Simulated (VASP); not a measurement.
A convergence study with VASP on Ru (hcp): a few settings are varied, all else stays as given below, so the limit is that of these other settings. The cell's lengths are 1 % over those of the tabulated start and one atom is moved, so it is off equilibrium.

```xyz
2
Lattice="1.3685 -2.3704 0.0000 1.3685 2.3704 0.0000 0.0000 0.0000 4.3228" Properties=species:S:1:pos:R:3 pbc="T T T"
Ru     1.3685     0.7901     1.0807
Ru     1.4291    -0.7901     3.2421
```

Calculation: LDA (Ceperley-Alder, Perdew-Zunger), VASP's LDA PAW potentials (set 64) (plane waves; VASP 6.6.1). The last row used: ADDGRID = .TRUE., 500 eV cut-off, 17×17×10 Γ-centred mesh, first-order Methfessel-Paxton smearing of 0.10 eV, potentials Ru_pv.

```csv
setting,E (eV/atom),pressure (GPa),largest force (eV/Å),plane waves
"ADDGRID = unset, ENCUT = 200, PREC = Low",-10.2719,-116.38,0.322,190
"ADDGRID = unset, ENCUT = 200, PREC = Normal",-10.2725,-116.36,0.324,190
"ADDGRID = .TRUE., ENCUT = 200, PREC = Normal",-10.2725,-116.34,0.325,190
"ADDGRID = unset, ENCUT = 200, PREC = Accurate",-10.2795,-116.28,0.325,190
"ADDGRID = .TRUE., ENCUT = 200, PREC = Accurate",-10.2795,-116.28,0.325,190
"ADDGRID = unset, ENCUT = 300, PREC = Low",-10.6334,-21.40,0.354,343
"ADDGRID = unset, ENCUT = 300, PREC = Normal",-10.6342,-21.38,0.356,343
"ADDGRID = .TRUE., ENCUT = 300, PREC = Normal",-10.6341,-21.36,0.356,343
"ADDGRID = unset, ENCUT = 300, PREC = Accurate",-10.6341,-21.34,0.356,343
"ADDGRID = .TRUE., ENCUT = 300, PREC = Accurate",-10.6341,-21.34,0.356,343
"ADDGRID = unset, ENCUT = 400, PREC = Low",-10.6231,-21.48,0.353,537
"ADDGRID = unset, ENCUT = 400, PREC = Normal",-10.6239,-21.44,0.355,537
"ADDGRID = .TRUE., ENCUT = 400, PREC = Normal",-10.6239,-21.44,0.355,537
"ADDGRID = unset, ENCUT = 400, PREC = Accurate",-10.6239,-21.44,0.356,537
"ADDGRID = .TRUE., ENCUT = 400, PREC = Accurate",-10.6239,-21.44,0.355,537
"ADDGRID = unset, ENCUT = 500, PREC = Low",-10.6237,-20.65,0.353,732
"ADDGRID = unset, ENCUT = 500, PREC = Normal",-10.6245,-20.59,0.355,732
"ADDGRID = .TRUE., ENCUT = 500, PREC = Normal",-10.6245,-20.59,0.355,732
"ADDGRID = unset, ENCUT = 500, PREC = Accurate",-10.6244,-20.60,0.355,732
"ADDGRID = .TRUE., ENCUT = 500, PREC = Accurate",-10.6244,-20.59,0.355,732
```

Left out are rungs that failed or repeat a setting and relaxations that didn't move; long series are thinned to 24 rows.

The compound is Ru in the hcp structure. The cell was not relaxed at this level, it is distorted from the ideal structure.
